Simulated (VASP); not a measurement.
# SiSn (relaxed from the layered h-BN type structure, space group P6_3/mmc): computed properties

Level of theory: LDA (Ceperley-Alder, Perdew-Zunger), VASP's LDA PAW potentials (set 64) (plane waves; VASP).

```
Property                                                                                Value
----------------------------------  ---------------------------------------------------------
space group                                                                    P6_3/mmc (194)
cell                                a = b = 4.529 Å, c = 5.756 Å, α = β = 90.00°, γ = 120.00°
volume per atom                                                                 25.56 Å³/atom
band gap (over mesh and band path)                   none (metal, semimetal or under 0.01 eV)
density                                                                            4.77 g/cm³
```

```cif
data_Si2Sn2
_chemical_formula_sum 'Si2 Sn2'
_space_group_name_H-M_alt 'P63/mmc'
_space_group_IT_number 194
_space_group_name_Hall '-P 6c 2c'
_cell_length_a 4.52904
_cell_length_b 4.52904
_cell_length_c 5.75648
_cell_angle_alpha 90.000
_cell_angle_beta 90.000
_cell_angle_gamma 120.000
loop_
_atom_site_label
_atom_site_type_symbol
_atom_site_symmetry_multiplicity
_atom_site_Wyckoff_symbol
_atom_site_fract_x
_atom_site_fract_y
_atom_site_fract_z
_atom_site_occupancy
Si1 Si 2 c 0.33333 0.66667 0.25000 1
Sn1 Sn 2 d 0.66667 0.33333 0.25000 1
```

Unless said otherwise, spin-orbit coupling is left out, though it shifts the bands of the heavy elements here.

The structure was generated: SiSn was put into the layered h-BN type type (P6_3/mmc), which need not be its known phase. It was relaxed first, which changed the volume by -38 %. Symmetry was kept, so distortions that lower it aren't found.
